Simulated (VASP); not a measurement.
Level of theory: PBE GGA, VASP's PBE PAW potentials (set 64) (plane waves; VASP).

Input for VASP

POSCAR:
```
C
1
    1.2093491739    -2.0946527642     0.0000000000
    1.2093491739     2.0946527642    -0.0000000000
    0.0000000000    -0.0000000000     5.4249502689
C
4
Direct
  0.0000000000   0.0000000000   0.2500000000
  0.0000000000   0.0000000000   0.7500000000
  0.3333330000   0.6666670000   0.2500000000
  0.6666670000   0.3333330000   0.7500000000
```

**INCAR**
```
# general
SYSTEM  = C
PREC    = Accurate
ENCUT   = 620
LREAL   = .FALSE.
LASPH   = .TRUE.

# electronic loop
EDIFF   = 1E-6
NELM    = 100
ALGO    = Normal

# smearing
ISMEAR  = 0
SIGMA   = 0.05

# functional
GGA     = PE

# ions
IBRION  = 2
NSW     = 40
ISIF    = 3
EDIFFG  = -0.02
PSTRESS = 300

# output
LWAVE   = .FALSE.
LCHARG  = .FALSE.
```

KPOINTS:
```
Automatic mesh
0
Gamma
10 10 4
0 0 0
```

POTCAR, in this order: C (PBE.64 set). Program: vasp_std.

The run wrote:

File OUTCAR:
```
 ion  position               nearest neighbor table
   1  0.000  0.000  0.250-   3 1.40   3 1.40   3 1.40
   2  0.000  0.000  0.750-   4 1.40   4 1.40   4 1.40
   3  0.333  0.667  0.250-   1 1.40   1 1.40   1 1.40
   4  0.667  0.333  0.750-   2 1.40   2 1.40   2 1.40
  LATTYP: Found a hexagonal cell.
 ALAT       =     2.4186970929
 C/A-ratio  =     2.2429225573
 Subroutine PRICEL returns:
 Original cell was already a primitive cell.
 Subroutine GETGRP returns: Found 24 space group operations
The static configuration has the point symmetry D_3d.
 The point group associated with its full space group is D_6h.
The dynamic configuration has the point symmetry D_3d.
 Subroutine INISYM returns: Found 24 space group operations
 Subroutine IBZKPT returns following result:
 Found     42 irreducible k-points:

 Following reciprocal coordinates:
            Coordinates               Weight
  0.000000  0.000000  0.000000      1.000000
  0.100000 -0.000000  0.000000      6.000000
  0.200000 -0.000000  0.000000      6.000000
  0.300000  0.000000  0.000000      6.000000
  0.400000 -0.000000  0.000000      6.000000
  0.500000 -0.000000  0.000000      3.000000
  0.100000  0.100000  0.000000      6.000000
  0.200000  0.100000  0.000000     12.000000
  0.300000  0.100000  0.000000     12.000000
  0.400000  0.100000  0.000000     12.000000
  0.200000  0.200000  0.000000      6.000000
  0.300000  0.200000  0.000000     12.000000
  0.400000  0.200000  0.000000      6.000000
  0.300000  0.300000  0.000000      6.000000
  0.000000  0.000000  0.250000      2.000000
  0.100000 -0.000000  0.250000     12.000000
  0.200000 -0.000000  0.250000     12.000000
  0.300000  0.000000  0.250000     12.000000
  0.400000 -0.000000  0.250000     12.000000
  0.500000 -0.000000  0.250000      6.000000
  0.100000  0.100000  0.250000     12.000000
  0.200000  0.100000  0.250000     24.000000
  0.300000  0.100000  0.250000     24.000000
  0.400000  0.100000  0.250000     24.000000
  0.200000  0.200000  0.250000     12.000000
  0.300000  0.200000  0.250000     24.000000
  0.400000  0.200000  0.250000     12.000000
  0.300000  0.300000  0.250000     12.000000
  0.000000  0.000000  0.500000      1.000000
  0.100000 -0.000000  0.500000      6.000000
  0.200000 -0.000000  0.500000      6.000000
  0.300000  0.000000  0.500000      6.000000
  0.400000 -0.000000  0.500000      6.000000
  0.500000 -0.000000  0.500000      3.000000
  0.100000  0.100000  0.500000      6.000000
  0.200000  0.100000  0.500000     12.000000
  0.300000  0.100000  0.500000     12.000000
  0.400000  0.100000  0.500000     12.000000
  0.200000  0.200000  0.500000      6.000000
  0.300000  0.200000  0.500000     12.000000
   k-points           NKPTS =     42   k-points in BZ     NKDIM =     42   number of bands    NBANDS=     12
   number of dos      NEDOS =    301   number of ions     NIONS =      4
   total plane-waves  NPLWV =  19200
   dimension x,y,z NGX =    20 NGY =   20 NGZ =   48
   dimension x,y,z NGXF=    40 NGYF=   40 NGZF=   96
   ions per type =               4
   PREC   = accura    normal or accurate (medium, high low for compatibility)
   ISTART =      0    job   : 0-new  1-cont  2-samecut
   ICHARG =      2    charge: 1-file 2-atom 10-const
   ISPIN  =      1    spin polarized calculation?
   LNONCOLLINEAR =      F non collinear calculations
   LSORBIT =      F    spin-orbit coupling
   INIWAV =      1    electr: 0-lowe 1-rand  2-diag
   ENCUT  =  620.0 eV  45.57 Ry    6.75 a.u.   4.91  4.91 11.01*2*pi/ulx,y,z
   NELM   =    100;   NELMIN=  2; NELMDL= -5     # of ELM steps
...
```

File OSZICAR:
```
       N       E                     dE             d eps       ncg     rms          rms(c)
DAV:   1     0.479552361392E+02    0.47955E+02   -0.96396E+03  1016   0.146E+03
DAV:   2    -0.355461365514E+02   -0.83501E+02   -0.76827E+02  1440   0.244E+02
DAV:   3    -0.387518718838E+02   -0.32057E+01   -0.31779E+01  1268   0.467E+01
DAV:   4    -0.387815605674E+02   -0.29689E-01   -0.29659E-01  1216   0.530E+00
DAV:   5    -0.387820040451E+02   -0.44348E-03   -0.44343E-03  1252   0.629E-01    0.957E+00
DAV:   6    -0.368297503025E+02    0.19523E+01   -0.18623E+00  1136   0.100E+01    0.562E+00
DAV:   7    -0.362261425111E+02    0.60361E+00   -0.18844E+00  1184   0.102E+01    0.153E+00
DAV:   8    -0.362301639634E+02   -0.40215E-02   -0.38764E-02  1164   0.144E+00    0.810E-02
DAV:   9    -0.362303111223E+02   -0.14716E-03   -0.45896E-04  1252   0.205E-01    0.465E-02
DAV:  10    -0.362303845565E+02   -0.73434E-04   -0.60887E-05  1204   0.731E-02    0.139E-02
DAV:  11    -0.362303869337E+02   -0.23772E-05   -0.47657E-06  1256   0.217E-02    0.175E-03
DAV:  12    -0.362303868774E+02    0.56336E-07   -0.20713E-07   820   0.459E-03
   1 F= -.31084027E+02 E0= -.31084019E+02  d E =-.310840E+02
```

**OUTCAR**
```
------------------------ aborting loop because EDIFF is reached ----------------------------------------
  FORCE on cell =-STRESS in cart. coord.  units (eV):
  Direction    XX          YY          ZZ          XY          YZ          ZX
  --------------------------------------------------------------------------------------
  Total        5.1949535      5.1949464      5.0787733      0.0000000      0.0000000      0.0000000
  in kB      302.8326819    302.8322629    296.0601112      0.0000000      0.0000000      0.0000000
  external PRESSURE =       0.5750186 kB  Pullay stress =     300.0000000 kB
  volume of cell :       27.48
      direct lattice vectors                 reciprocal lattice vectors
     1.209349174 -2.094652764  0.000000000     0.413445522 -0.238703048  0.000000000
     1.209349174  2.094652764  0.000000000     0.413445522  0.238703048  0.000000000
     0.000000000  0.000000000  5.424950269     0.000000000  0.000000000  0.184333487
 POSITION                                       TOTAL-FORCE (eV/Angst)
 -----------------------------------------------------------------------------------
      0.00000      0.00000      1.35624         0.000000      0.000000      0.000000
      0.00000      0.00000      4.06871        -0.000000      0.000000      0.000000
      1.20935      0.69822      1.35624        -0.000000      0.000000      0.000000
      1.20935     -0.69822      4.06871         0.000000     -0.000000     -0.000000
 -----------------------------------------------------------------------------------
    total drift:                                0.000000     -0.000000      0.000000
  FREE ENERGIE OF THE ION-ELECTRON SYSTEM (eV)
  ---------------------------------------------------
  free  energy   TOTEN  =       -36.2303868774 eV

  energy  without entropy=      -36.2303723278  energy(sigma->0) =      -36.23037960
  enthalpy is  TOTEN    =       -31.0840266651 eV   P V=        5.1463602123

 reached required accuracy - stopping structural energy minimisation
```
(Selected blocks of OUTCAR.)

Without a dispersion term in the relaxation, distances and binding between the weakly bound layers, chains or molecules are unreliable, and so is what depends on them.

The compound is C in the graphite structure. It was relaxed first under an external pressure of 30 GPa.
